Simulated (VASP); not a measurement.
# Ga4P3Sb (ordered alloy cell): computed properties

The numbers are results of PBEsol GGA, VASP's PBE PAW potentials (set 64) (plane waves; VASP), not measurements.

For Ga4P3Sb, the space group is Amm2 (38). The cell is a = 3.9565 Å, b = 7.9330 Å, c = 11.2229 Å, α = β = γ = 90.00°, the volume per atom is 22.02 Å³/atom and the band gap (over mesh and band path) is 0.03 eV. The smallest direct gap (over mesh and band path) is 0.03 eV. The band-edge character comes out as direct, Γ to Γ. The density comes out as 4.65 g/cm³.

```
Ga4P3Sb
1.0
   -0.00706     5.60245     5.61146
    5.60245    -0.00706     5.61146
    2.79770     2.79770     0.00000
Ga Sb P
4 1 3
Direct
  0.98510   0.98510   0.02980
  0.99206   0.52077   0.98717
  0.52077   0.99206   0.98717
  0.50119   0.50119   0.99763
  0.12585   0.12585   0.24830
  0.12472   0.62477   0.25051
  0.62477   0.12472   0.25051
  0.62555   0.62555   0.24891
```

Unless said otherwise, spin-orbit coupling is left out, though it shifts the bands of the heavy elements here.

The structure was generated: Ga4P3Sb was put into an ordered model structure (Amm2), which need not be its known phase. It was relaxed first. Symmetry was kept, so distortions that lower it aren't found.
